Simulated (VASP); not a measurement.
Input:

```
HfB2
1.0
    1.57781    -2.73285     0.00000
    1.57781     2.73285     0.00000
    0.00000     0.00000     3.58046
Hf B
1 2
Cartesian
  0.00000   0.00000   0.00000
  1.57781   0.91095   1.79023
  1.57781  -0.91095   1.79023
```

Calculation: vdW-DF2, VASP's PBE PAW potentials (set 64) (plane waves; VASP). Run with 520 eV cut-off, 10×10×8 Γ-centred mesh, first-order Methfessel-Paxton smearing of 0.10 eV, potentials Hf_pv B.

Unless said otherwise, spin-orbit coupling is left out, though it shifts the bands of the heavy elements here.

Task: What does the run give for the energy per atom (σ→0), band gap (on the k-mesh) with the smallest direct gap where there is one?

Result: 
```
Property                                                    Result
------------------------  ----------------------------------------
band gap (on the k-mesh)  none (metal, semimetal or under 0.01 eV)
energy per atom (σ→0)                               -6.705 eV/atom
```

The compound is HfB2 in the AlB2 type structure. It was relaxed first. The start is the result of an earlier pass.
